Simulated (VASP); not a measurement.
All values below come from revTPSS meta-GGA, VASP's PBE PAW potentials (set 64) (plane waves; VASP).

The input files of a VASP run:

INCAR:
```
ALGO=Normal
EDIFF=1E-7
ENCUT=520
ISIF=2
ISMEAR=0
LASPH=.TRUE.
LCHARG=.FALSE.
LMIXTAU=.TRUE.
LREAL=.FALSE.
LWAVE=.FALSE.
METAGGA=RTPSS
NELM=100
PREC=Accurate
SIGMA=0.05
SYSTEM=LiF
```

File KPOINTS:
```
Automatic mesh
0
Gamma
11 11 11
0 0 0
```

### POSCAR
```
LiF
1.9732790
  0.0000000000   1.0000000886   1.0000000886
  1.0000000886   0.0000000000   1.0000000886
  1.0000000886   1.0000000886   0.0000000000
Li F
1 1
Direct
  0.0000000000   0.0000000000   0.0000000000
  0.5000000000   0.5000000000   0.5000000000
```

POTCAR, in this order: Li_sv F (PBE.64 set). Program: vasp_std.

The run wrote:

**OSZICAR**
```
       N       E                     dE             d eps       ncg     rms          rms(c)
DAV:   1     0.191894665708E+03    0.19189E+03   -0.25340E+07  1008   0.465E+07
DAV:   2    -0.245734820444E+04   -0.26492E+04   -0.26430E+04  1872   0.129E+04
DAV:   3    -0.396769695850E+05   -0.37220E+05   -0.39485E+05  1696   0.169E+03
DAV:   4    -0.300539651137E+05    0.96230E+04   -0.30253E+05  1977   0.104E+04
DAV:   5    -0.127683989623E+05    0.17286E+05   -0.12988E+05  1866   0.706E+03    0.188E+01
DAV:   6    -0.144531920714E+02    0.12754E+05   -0.26744E+03  1285   0.348E+02    0.182E+01
DAV:   7    -0.145650147250E+02   -0.11182E+00   -0.19605E+01  1182   0.368E+01    0.120E+01
DAV:   8    -0.110339316859E+02    0.35311E+01   -0.58766E+00  1499   0.189E+01    0.595E+00
DAV:   9    -0.111961173934E+02   -0.16219E+00   -0.12451E-01  1152   0.397E+00    0.533E+00
DAV:  10    -0.105332388777E+02    0.66288E+00   -0.19741E+00  1467   0.125E+01    0.200E+00
DAV:  11    -0.117848020564E+02   -0.12516E+01   -0.49441E-01  1289   0.903E+00    0.144E+00
DAV:  12    -0.118999888230E+02   -0.11519E+00   -0.10078E-01  1072   0.237E+00    0.165E+00
DAV:  13    -0.119009662030E+02   -0.97738E-03   -0.96111E-03  1272   0.121E+00    0.144E+00
DAV:  14    -0.119102015079E+02   -0.92353E-02   -0.50527E-02  1084   0.290E+00    0.662E-01
DAV:  15    -0.119818241699E+02   -0.71623E-01   -0.76804E-02  1222   0.361E+00    0.781E-01
DAV:  16    -0.119666665993E+02    0.15158E-01   -0.50935E-03  1120   0.102E+00    0.760E-01
DAV:  17    -0.119626538134E+02    0.40128E-02   -0.10398E-03  1374   0.322E-01    0.790E-01
DAV:  18    -0.119721195061E+02   -0.94657E-02   -0.98412E-03  1008   0.173E+00    0.412E-01
DAV:  19    -0.119753459417E+02   -0.32264E-02   -0.63914E-02  1076   0.445E+00    0.980E-02
DAV:  20    -0.119725262510E+02    0.28197E-02   -0.23767E-02  1038   0.159E+00    0.168E-01
DAV:  21    -0.120047040502E+02   -0.32178E-01   -0.69935E-02  1018   0.299E+00    0.419E-01
DAV:  22    -0.120506498339E+02   -0.45946E-01   -0.52758E-02  1035   0.282E+00    0.525E-01
DAV:  23    -0.120315591187E+02    0.19091E-01   -0.95409E-03  1040   0.115E+00    0.401E-01
DAV:  24    -0.120505924745E+02   -0.19033E-01   -0.67306E-03  1071   0.110E+00    0.457E-01
DAV:  25    -0.120567516453E+02   -0.61592E-02   -0.12842E-03  1365   0.388E-01    0.485E-01
DAV:  26    -0.120629663452E+02   -0.62147E-02   -0.16280E-03  1010   0.451E-01    0.486E-01
DAV:  27    -0.119856547751E+02    0.77312E-01   -0.21668E-01  1013   0.590E+00    0.145E-01
DAV:  28    -0.119721024594E+02    0.13552E-01   -0.13705E-02  1164   0.146E+00    0.396E-02
DAV:  29    -0.119744543476E+02   -0.23519E-02   -0.11561E-03  1032   0.639E-01    0.241E-02
DAV:  30    -0.119746558191E+02   -0.20147E-03   -0.52301E-04  1025   0.394E-01    0.165E-02
DAV:  31    -0.119746414831E+02    0.14336E-04   -0.11198E-04  1191   0.186E-01    0.260E-02
DAV:  32    -0.119743352711E+02    0.30621E-03   -0.29610E-04  1100   0.298E-01    0.399E-02
DAV:  33    -0.119743171661E+02    0.18105E-04   -0.34655E-06  1232   0.283E-02    0.408E-02
DAV:  34    -0.119745782562E+02   -0.26109E-03   -0.16975E-04  1072   0.220E-01    0.306E-02
DAV:  35    -0.119745658135E+02    0.12443E-04   -0.89391E-06  1014   0.417E-02    0.226E-02
DAV:  36    -0.119746263625E+02   -0.60549E-04   -0.30291E-05  1090   0.951E-02    0.172E-02
DAV:  37    -0.119746313770E+02   -0.50145E-05   -0.26619E-06  1044   0.267E-02    0.130E-02
DAV:  38    -0.119746450752E+02   -0.13698E-04   -0.58308E-06  1084   0.427E-02    0.948E-03
DAV:  39    -0.119746492211E+02   -0.41460E-05   -0.19652E-06  1049   0.246E-02    0.658E-03
DAV:  40    -0.119746521833E+02   -0.29622E-05   -0.17267E-06  1087   0.234E-02    0.426E-03
DAV:  41    -0.119746528718E+02   -0.68843E-06   -0.59560E-07  1037   0.136E-02    0.258E-03
DAV:  42    -0.119746531054E+02   -0.23362E-06   -0.29744E-07  1086   0.962E-03    0.143E-03
DAV:  43    -0.119746530977E+02    0.77223E-08   -0.94244E-08  1045   0.526E-03
   1 F= -.11974653E+02 E0= -.11974653E+02  d E =-.407682E-15
```

**OUTCAR**
```
------------------------ aborting loop because EDIFF is reached ----------------------------------------
  FORCE on cell =-STRESS in cart. coord.  units (eV):
  Direction    XX          YY          ZZ          XY          YZ          ZX
  --------------------------------------------------------------------------------------
  Total        0.2434605      0.2434605      0.2434605      0.0000000     -0.0000000      0.0000000
  in kB       25.3830350     25.3830350     25.3830350      0.0000000     -0.0000000      0.0000000
  external PRESSURE =      25.3830350 kB  Pullay stress =       0.0000000 kB
  volume of cell :       15.37
      direct lattice vectors                 reciprocal lattice vectors
     0.000000000  1.973279175  1.973279175    -0.253385333  0.253385333  0.253385333
     1.973279175  0.000000000  1.973279175     0.253385333 -0.253385333  0.253385333
     1.973279175  1.973279175  0.000000000     0.253385333  0.253385333 -0.253385333
  FREE ENERGIE OF THE ION-ELECTRON SYSTEM (eV)
  ---------------------------------------------------
  free  energy   TOTEN  =       -11.9746530977 eV

  energy  without entropy=      -11.9746530977  energy(sigma->0) =      -11.97465310
```
(Selected blocks of OUTCAR.)

The compound is LiF in the rock salt structure. This cell is one point of a volume scan, at 0.97 of the reference volume.
